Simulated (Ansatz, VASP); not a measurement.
# NaPt2I in two plane-wave programs

Aim: how closely do two programs agree when they are given the same cell, functional and k mesh? The cell is invented: other elements were put on sites of a known structure type. It may not be a known or stable phase. The cell comes out of the VASP series on this material, whose earlier steps may have relaxed, scaled or displaced it; both programs get it as it stands.

Program: Ansatz 0.2.0. Level of theory: plane waves, with VASP 6.6.1 beside it; zone-centre phonons at PBE. Results are calculated unless marked as measured.

## (1) Set-up

The structure is trigonal, space group P-3m1 (No. 164). The conventional cell has a = 4.801 Å, b = 4.801 Å, c = 5.885 Å, α = 90.00°, β = 90.00°, γ = 120.00°. Nearest to Na lie 2 I at 2.94 Å. Pt has 3 I at 2.78 Å and 3 Pt at 2.79 Å nearest. Nearest to I lie 6 Pt at 2.78 Å and 2 Na at 2.94 Å. Farther neighbours and most contacts between anions are not listed.

## (2) VASP: zone-centre phonons, PBE

Second derivatives magnify differences that forces hide, and they need a tight electronic threshold.

Lines of VASP's logs that name or quote its potential files are left out, and so is its time.

File INCAR:

```
SYSTEM = NaPt2I
PREC = Accurate
ENCUT = 400
EDIFF = 1E-08
NELM = 100
ISMEAR = 1
SIGMA = 0.2
LREAL = .FALSE.
ALGO = Normal
GGA = PE
NBANDS = 23
LORBIT = 11
LWAVE = .FALSE.
LCHARG = .FALSE.
KPAR = 2
IBRION = 8
ISIF = 2
```

File POSCAR:

```
NaPt2I
1.0
    4.8010783366      0.0000000000      0.0000000000
   -2.4005391683      4.1578557924      0.0000000000
    0.0000000000      0.0000000000      5.8848318102
Na Pt I
1 2 1
Direct
    0.0000000000      0.0000000000      0.5000000000
    0.3333333300      0.6666666700      0.0251689436
    0.6666666700      0.3333333300      0.9748310564
    0.0000000000      0.0000000000      0.0000000000
```

File KPOINTS:

```
Automatic mesh
0
Gamma
9 9 7
0 0 0
```

The projector-augmented-wave data sets are Na_pv, Pt and I (PBE family, release 64).

Run with:

```sh
$ mpirun -np 2 vasp_std
```

Numbers of over 12 decimals in the logs are rounded to 6 here.

What it wrote:

```text
[banner, memory and clock lines left out]
running    2 mpi-ranks, on    1 nodes
 distrk:  each k-point on    1 cores,    2 groups
 distr:  one band on    1 cores,    1 groups

 POSCAR found type information on POSCAR NaPtI
 POSCAR found :  3 types and       4 ions
 LDA part: xc-table for (Slater+PW92), standard interpolation
 POSCAR, INCAR and KPOINTS ok, starting setup
 FFT: planning ... GRIDC
 FFT: planning ... GRID_SOFT
 FFT: planning ... GRID
 WAVECAR not read
 entering main loop
       N       E                     dE             d eps       ncg     rms          rms(c)
DAV:   1     0.207943198106E+03    0.20794E+03   -0.13286E+04  3174   0.112E+03
DAV:   2     0.102339148904E+00   -0.20784E+03   -0.19242E+03  3537   0.280E+02
DAV:   3    -0.140794130325E+02   -0.14182E+02   -0.13510E+02  4020   0.733E+01
DAV:   4    -0.144044899479E+02   -0.32508E+00   -0.32432E+00  3601   0.121E+01
DAV:   5    -0.144143932945E+02   -0.99033E-02   -0.99020E-02  4475   0.214E+00    0.151E+01
DAV:   6    -0.141485094868E+02    0.26588E+00   -0.15592E-01  3681   0.252E+00    0.872E+00
DAV:   7    -0.140432921426E+02    0.10522E+00   -0.23595E-01  3714   0.318E+00    0.117E+00
DAV:   8    -0.140411894005E+02    0.21027E-02   -0.17614E-02  3777   0.783E-01    0.121E+00
DAV:   9    -0.140412370688E+02   -0.47668E-04   -0.20066E-03  3686   0.298E-01    0.729E-01
DAV:  10    -0.140419205389E+02   -0.68347E-03   -0.51050E-03  3258   0.371E-01    0.137E-01
DAV:  11    -0.140421178218E+02   -0.19728E-03   -0.25209E-04  3957   0.914E-02    0.127E-01
DAV:  12    -0.140422413294E+02   -0.12351E-03   -0.22710E-04  3356   0.741E-02    0.131E-01
DAV:  13    -0.140422397933E+02    0.15361E-05   -0.43374E-06  4085   0.138E-02    0.468E-02
DAV:  14    -0.140422403717E+02   -0.57839E-06   -0.30888E-06  3447   0.925E-03    0.280E-02
DAV:  15    -0.140422409703E+02   -0.59855E-06   -0.11376E-06  3538   0.520E-03    0.213E-02
DAV:  16    -0.140422411465E+02   -0.17618E-06   -0.78408E-08  3926   0.155E-03    0.643E-03
DAV:  17    -0.140422412540E+02   -0.10749E-06   -0.28056E-08  3501   0.857E-04    0.211E-03
DAV:  18    -0.140422412289E+02    0.25103E-07   -0.15248E-09  2350   0.230E-04    0.857E-04
DAV:  19    -0.140422412191E+02    0.97348E-08   -0.69922E-10  1832   0.159E-04
   1 F= -.14042241E+02 E0= -.14036176E+02  d E =-.181957E-01
 Linear response reoptimize wavefunctions to high precision
DAV:   1    -0.140422412202E+02   -0.10946E-08   -0.12037E-10  1986   0.733E-05
DAV:   2    -0.140422412202E+02   -0.22737E-10   -0.18711E-11  1769   0.321E-05
 Linear response DOF=           6
 Linear response progress:
  Degree of freedom:   1/  6
       N       E                     dE             d eps       ncg     rms          rms(c)
RMM:   1    -0.158403381395E+00   -0.15840E+00   -0.44104E-01  8106   0.340E+00
RMM:   2    -0.161895752133E+00   -0.34924E-02   -0.26480E-02 12118   0.634E-01    0.187E-02
RMM:   3    -0.162103014270E+00   -0.20726E-03   -0.18515E-03 13432   0.157E-01    0.808E-03
RMM:   4    -0.162104775543E+00   -0.17613E-05   -0.11106E-04 14648   0.410E-02    0.333E-03
RMM:   5    -0.162094608258E+00    0.10167E-04   -0.45183E-06 13638   0.117E-02    0.100E-03
RMM:   6    -0.162090401162E+00    0.42071E-05   -0.71154E-07 14508   0.426E-03    0.339E-04
RMM:   7    -0.162088403565E+00    0.19976E-05   -0.12936E-07 15407   0.171E-03    0.155E-04
RMM:   8    -0.162087703609E+00    0.69996E-06   -0.21729E-08 16265   0.694E-04    0.761E-05
RMM:   9    -0.162087530480E+00    0.17313E-06   -0.20406E-09 17098   0.265E-04    0.335E-05
RMM:  10    -0.162087471568E+00    0.58913E-07    0.68781E-10 16874   0.134E-04    0.646E-06
RMM:  11    -0.162087476040E+00   -0.44726E-08    0.16316E-09 16835   0.755E-05    0.613E-06
 first order change of Fermi-energy   0.28773E-04
 force on displaced ion       1 direction 1 :   0.579   0.000   0.000
 Linear response progress:
  Degree of freedom:   2/  6
       N       E                     dE             d eps       ncg     rms          rms(c)
RMM:   1    -0.158569717255E+00   -0.15857E+00   -0.28368E-01  3410   0.538E+00
RMM:   2    -0.162114439855E+00   -0.35447E-02   -0.21150E-02  5106   0.633E-01    0.348E-02
RMM:   3    -0.162329713683E+00   -0.21527E-03   -0.22483E-03  5964   0.186E-01    0.159E-02
RMM:   4    -0.162347127545E+00   -0.17414E-04   -0.18043E-04  6637   0.574E-02    0.599E-03
RMM:   5    -0.162346156644E+00    0.97090E-06   -0.49976E-06  6725   0.143E-02    0.303E-03
RMM:   6    -0.162344474882E+00    0.16818E-05   -0.10037E-06  6469   0.607E-03    0.116E-03
RMM:   7    -0.162343468180E+00    0.10067E-05   -0.16221E-07  6744   0.245E-03    0.601E-04
RMM:   8    -0.162341694495E+00    0.17737E-05   -0.41825E-08  6110   0.162E-03    0.119E-04
RMM:   9    -0.162341091602E+00    0.60289E-06   -0.15994E-08  6870   0.755E-04    0.677E-05
RMM:  10    -0.162340804952E+00    0.28665E-06    0.99402E-10  6865   0.404E-04    0.209E-05
RMM:  11    -0.162340813006E+00   -0.80538E-08    0.10122E-08  7316   0.215E-04    0.152E-05
 first order change of Fermi-energy   0.28204E-03
 force on displaced ion       1 direction 3 :  -0.000   0.000  -3.593
 Linear response progress:
  Degree of freedom:   3/  6
       N       E                     dE             d eps       ncg     rms          rms(c)
RMM:   1    -0.266667979376E+00   -0.26667E+00   -0.26666E-01 23207   0.274E+00
RMM:   2    -0.261066129269E+00    0.56019E-02   -0.11631E-02 25762   0.491E-01    0.122E-01
RMM:   3    -0.261425560963E+00   -0.35943E-03   -0.62343E-04 26250   0.110E-01    0.658E-02
RMM:   4    -0.261696656892E+00   -0.27110E-03   -0.32802E-05 25453   0.303E-02    0.206E-02
RMM:   5    -0.261804968669E+00   -0.10831E-03   -0.43331E-06 26518   0.137E-02    0.304E-03
RMM:   6    -0.261787541966E+00    0.17427E-04   -0.31400E-07 26925   0.419E-03    0.129E-03
RMM:   7    -0.261783470538E+00    0.40714E-05   -0.14196E-06 26076   0.158E-03    0.525E-04
RMM:   8    -0.261782986932E+00    0.48361E-06    0.69561E-10 25354   0.758E-04    0.223E-04
RMM:   9    -0.261779956349E+00    0.30306E-05   -0.12491E-07 25929   0.344E-04    0.803E-05
RMM:  10    -0.261780233774E+00   -0.27743E-06   -0.41315E-08 27734   0.140E-04    0.282E-05
RMM:  11    -0.261780507990E+00   -0.27422E-06   -0.85089E-09 25538   0.740E-05    0.115E-05
RMM:  12    -0.261780577465E+00   -0.69476E-07    0.28473E-09 28008   0.327E-05    0.374E-06
RMM:  13    -0.261780583084E+00   -0.56185E-08    0.12889E-08 27049   0.156E-05    0.123E-06
 first order change of Fermi-energy   0.19620E-04
 force on displaced ion       2 direction 1 :  -4.861   0.014  -0.001
 Linear response progress:
  Degree of freedom:   4/  6
       N       E                     dE             d eps       ncg     rms          rms(c)
RMM:   1    -0.273622609963E+00   -0.27362E+00   -0.25719E-01  5436   0.272E+00
RMM:   2    -0.272341344673E+00    0.12813E-02   -0.95439E-03  6465   0.442E-01    0.160E-01
RMM:   3    -0.272397753264E+00   -0.56409E-04   -0.38509E-04  5788   0.102E-01    0.889E-02
RMM:   4    -0.272919617956E+00   -0.52186E-03   -0.44535E-04  5671   0.967E-02    0.192E-02
RMM:   5    -0.272929927158E+00   -0.10309E-04   -0.25400E-05  6122   0.280E-02    0.116E-02
RMM:   6    -0.272897511256E+00    0.32416E-04   -0.12244E-05  5721   0.155E-02    0.383E-03
RMM:   7    -0.272881637998E+00    0.15873E-04   -0.85594E-07  6221   0.516E-03    0.191E-03
RMM:   8    -0.272855460327E+00    0.26178E-04   -0.21513E-07  5885   0.238E-03    0.822E-04
RMM:   9    -0.272841974168E+00    0.13486E-04   -0.79332E-08  5558   0.154E-03    0.373E-04
RMM:  10    -0.272842987299E+00   -0.10131E-05    0.13262E-07  6251   0.529E-04    0.187E-04
RMM:  11    -0.272845413838E+00   -0.24265E-05   -0.38219E-08  5909   0.318E-04    0.404E-05
RMM:  12    -0.272845583632E+00   -0.16979E-06   -0.16983E-09  6327   0.120E-04    0.120E-05
RMM:  13    -0.272845666167E+00   -0.82535E-07   -0.20780E-08  6710   0.413E-05    0.477E-06
RMM:  14    -0.272845629301E+00    0.36867E-07    0.56961E-09  6720   0.150E-05    0.296E-06
RMM:  15    -0.272845599035E+00    0.30266E-07   -0.15610E-09  5972   0.103E-05    0.839E-07
RMM:  16    -0.272845600400E+00   -0.13653E-08   -0.81843E-10  5271   0.565E-06    0.465E-07
 first order change of Fermi-energy   0.12554E+00
 force on displaced ion       2 direction 3 :  -0.000   0.000  -0.160
 Linear response progress:
  Degree of freedom:   5/  6
       N       E                     dE             d eps       ncg     rms          rms(c)
RMM:   1    -0.783492810495E-01   -0.78349E-01    0.12078E-01 18461   0.104E+00
RMM:   2    -0.788646426464E-01   -0.51536E-03   -0.46505E-03 14752   0.274E-01    0.148E-01
RMM:   3    -0.786499526717E-01    0.21469E-03   -0.30317E-04 14939   0.801E-02    0.980E-02
RMM:   4    -0.784886679045E-01    0.16128E-03   -0.69271E-05 14176   0.422E-02    0.150E-02
RMM:   5    -0.784882415158E-01    0.42639E-06   -0.10705E-05 15469   0.128E-02    0.768E-03
RMM:   6    -0.784918260731E-01   -0.35846E-05    0.10512E-07 14723   0.508E-03    0.228E-03
RMM:   7    -0.784925311310E-01   -0.70506E-06    0.12736E-07 16139   0.176E-03    0.830E-04
RMM:   8    -0.784921566122E-01    0.37452E-06   -0.49595E-08 14771   0.481E-04    0.488E-04
RMM:   9    -0.784922413499E-01   -0.84738E-07   -0.12023E-09 14177   0.249E-04    0.317E-05
RMM:  10    -0.784922818613E-01   -0.40511E-07   -0.34702E-08 15886   0.681E-05    0.143E-05
RMM:  11    -0.784923197887E-01   -0.37927E-07    0.10293E-08 14688   0.250E-05    0.681E-06
RMM:  12    -0.784923245824E-01   -0.47936E-08    0.14062E-08 15014   0.100E-05    0.286E-06
 first order change of Fermi-energy   0.17993E-02
 force on displaced ion       4 direction 1 :  -0.602   0.000   0.000
 Linear response progress:
  Degree of freedom:   6/  6
       N       E                     dE             d eps       ncg     rms          rms(c)
RMM:   1    -0.905169722545E-01   -0.90517E-01    0.63315E-02  7973   0.957E-01
RMM:   2    -0.904124354255E-01    0.10454E-03   -0.19094E-03  6398   0.212E-01    0.770E-02
RMM:   3    -0.903697317662E-01    0.42704E-04   -0.12855E-04  6570   0.593E-02    0.402E-02
RMM:   4    -0.903752819359E-01   -0.55502E-05   -0.32139E-05  6138   0.325E-02    0.900E-03
RMM:   5    -0.903859598925E-01   -0.10678E-04   -0.54170E-06  6250   0.143E-02    0.503E-03
RMM:   6    -0.903946802513E-01   -0.87204E-05   -0.78384E-07  6264   0.509E-03    0.226E-03
RMM:   7    -0.903963579182E-01   -0.16777E-05   -0.94815E-08  6069   0.164E-03    0.295E-04
RMM:   8    -0.903958122703E-01    0.54565E-06    0.41167E-10  6410   0.442E-04    0.128E-04
RMM:   9    -0.903956280427E-01    0.18423E-06   -0.31504E-08  6184   0.179E-04    0.362E-05
RMM:  10    -0.903957815954E-01   -0.15355E-06   -0.68279E-08  6374   0.767E-05    0.210E-05
RMM:  11    -0.903959230696E-01   -0.14147E-06   -0.18964E-08  6075   0.366E-05    0.822E-06
RMM:  12    -0.903959506093E-01   -0.27540E-07    0.37772E-08  6255   0.163E-05    0.439E-06
RMM:  13    -0.903959523153E-01   -0.17060E-08    0.63350E-09  6352   0.765E-06    0.106E-06
 first order change of Fermi-energy   0.14671E-03
 force on displaced ion       4 direction 3 :   0.000  -0.000  -3.280
 Linear response finished
```

(Part 1 of 2 ends here.)

[Lines on the potential files, build, host, timing and source positions are cut from VASP's logs without a mark.]

[Logs are printed without paths, hosts, clocks, repeated set-up lines and the standing remarks that a program may print on its own settings, such as how far it seeks lower states.]

[Hosts, paths, dates, database ids (printed as entryN), source tags and the programs' standing remarks are cut or masked in the printed files.]
